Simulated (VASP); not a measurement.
Energy against volume of Ag (fcc). Level of theory: LDA (Ceperley-Alder, Perdew-Zunger), VASP's LDA PAW potentials (set 64) (plane waves; VASP). Settings: 520 eV cut-off, 16×16×16 Γ-centred mesh, first-order Methfessel-Paxton smearing of 0.10 eV, potentials Ag.

```tsv
V (Å³/atom)	E (eV/atom)
15.543	-3.77572
16.024	-3.78274
16.505	-3.77731
16.986	-3.76168
```

Q: Fit these four points and predict the energy of the run at 15.063 Å³/atom.

A: A cubic in V^(−2/3), the third-order Birch-Murnaghan form, passes through the four points with V0 = 16.04 Å³/atom and B0 = 137 GPa, and gives -3.7536 eV/atom there. The run gave -3.7534 eV/atom, +0.2 meV/atom from the fit; all five points give B0 = 138 GPa.

The compound is Ag in the fcc structure. It was relaxed first, which changed the volume by -6 %.
